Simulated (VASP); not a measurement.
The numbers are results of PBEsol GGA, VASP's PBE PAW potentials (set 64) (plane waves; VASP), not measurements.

A VASP calculation is set up with these files.

POSCAR:
```
PbO
5.0319030
  0.7928851064   0.0000000000   0.0000000000
  0.0000000000   0.7928851064   0.0000000000
  0.0000000000   0.0000000000   1.0000000035
Pb O
2 2
Cartesian
  0.3964425532   0.0000000000   0.7642971528
  0.0000000000   0.3964425532   0.2357028507
  0.3964425532   0.3964425532   0.0000000000
  0.0000000000   0.0000000000   0.0000000000
```

**INCAR**
```
SYSTEM  =  PbO
PREC  =  Accurate; ENCUT  =  520; LREAL  =  .FALSE.
LASPH  =  .TRUE.; ICHARG  =  11
EDIFF  =  1E-7; NELM  =  100; ALGO  =  Normal
LMAXMIX  =  4
ISMEAR  =  0; SIGMA  =  0.05
GGA  =  PS
LWAVE  =  .FALSE.; LCHARG  =  .FALSE.; LORBIT  =  11
```

KPOINTS:
```
k-points along high-symmetry lines
10
Line-mode
Reciprocal
  0.000000   0.000000   0.000000 ! GAMMA
  0.000000   0.500000   0.000000 ! X

  0.000000   0.500000   0.000000 ! X
  0.500000   0.500000   0.000000 ! M

  0.500000   0.500000   0.000000 ! M
  0.000000   0.000000   0.000000 ! GAMMA

  0.000000   0.000000   0.000000 ! GAMMA
  0.000000   0.000000   0.500000 ! Z

  0.000000   0.000000   0.500000 ! Z
  0.000000   0.500000   0.500000 ! R

  0.000000   0.500000   0.500000 ! R
  0.500000   0.500000   0.500000 ! A

  0.500000   0.500000   0.500000 ! A
  0.000000   0.000000   0.500000 ! Z

  0.000000   0.500000   0.000000 ! X
  0.000000   0.500000   0.500000 ! R

  0.500000   0.500000   0.000000 ! M
  0.500000   0.500000   0.500000 ! A
```

POTCAR, in this order: Pb_d O (PBE.64 set). Program: vasp_std. Read from the step before: CHGCAR.

The run wrote:

File OSZICAR:
```
       N       E                     dE             d eps       ncg     rms          rms(c)
DAV:   1     0.434964415427E+03    0.43496E+03   -0.20296E+04  4320   0.199E+03
DAV:   2     0.279196787112E+02   -0.40704E+03   -0.40019E+03  4728   0.495E+02
DAV:   3    -0.205853161272E+02   -0.48505E+02   -0.47132E+02  5696   0.184E+02
DAV:   4    -0.224216190702E+02   -0.18363E+01   -0.18352E+01  4848   0.393E+01
DAV:   5    -0.224891760483E+02   -0.67557E-01   -0.67549E-01  6016   0.707E+00
DAV:   6    -0.224908051661E+02   -0.16291E-02   -0.16291E-02  5424   0.108E+00
DAV:   7    -0.224908684240E+02   -0.63258E-04   -0.63257E-04  6336   0.173E-01
DAV:   8    -0.224908705910E+02   -0.21670E-05   -0.21670E-05  5664   0.235E-02
DAV:   9    -0.224908706030E+02   -0.11975E-07   -0.11951E-07  4192   0.259E-03
   1 F= -.22490871E+02 E0= -.22490871E+02  d E =-.766557E-14
```

**OUTCAR**
```
 val. band max:        4.8774989240   @ k =   0.0000   0.1111   0.0000

 cond. band min:       6.0670488748   @ k =   0.5000   0.5000   0.0000



 k-point     1 :       0.0000    0.0000    0.0000
  band No.  band energies     occupation
      1     -13.4096      2.00000
      2     -12.8680      2.00000
      3     -11.0519      2.00000
      4     -11.0519      2.00000
      5     -10.9881      2.00000
      6     -10.9702      2.00000
      7     -10.8888      2.00000
      8     -10.8223      2.00000
      9     -10.8223      2.00000
     10     -10.8187      2.00000
     11     -10.7879      2.00000
     12      -9.4347      2.00000
     13      -2.3227      2.00000
     14      -1.7700      2.00000
     15       0.6002      2.00000
     16       0.6002      2.00000
     17       3.1970      2.00000
     18       3.2262      2.00000
     19       3.2262      2.00000
     20       4.8623      2.00000
     21       7.1621      0.00000
     22      10.2397      0.00000
     23      10.5070      0.00000
     24      10.5070      0.00000

 k-point     2 :       0.0000    0.0556    0.0000
  band No.  band energies     occupation
      1     -13.4025      2.00000
      2     -12.8701      2.00000
      3     -11.0504      2.00000
      4     -11.0500      2.00000
      5     -10.9858      2.00000
      6     -10.9686      2.00000
      7     -10.8899      2.00000
      8     -10.8292      2.00000
      9     -10.8229      2.00000
     10     -10.8045      2.00000
     11     -10.7893      2.00000
     12      -9.4429      2.00000
     13      -2.3377      2.00000
     14      -1.7688      2.00000
     15       0.6103      2.00000
     16       0.6191      2.00000
     17       3.0805      2.00000
     18       3.2048      2.00000
     19       3.2586      2.00000
     20       4.8689      2.00000
     21       7.2577      0.00000
     22      10.0196      0.00000
     23      10.5231      0.00000
     24      10.5239      0.00000

...
```

The density is held fixed in this step, so its total energy and stress have no physical meaning. Without a dispersion term in the relaxation, distances and binding between the weakly bound layers, chains or molecules are unreliable, and so is what depends on them. Unless said otherwise, spin-orbit coupling is left out, though it shifts the bands of the heavy elements here.

The compound is PbO in the litharge structure. It was relaxed first.
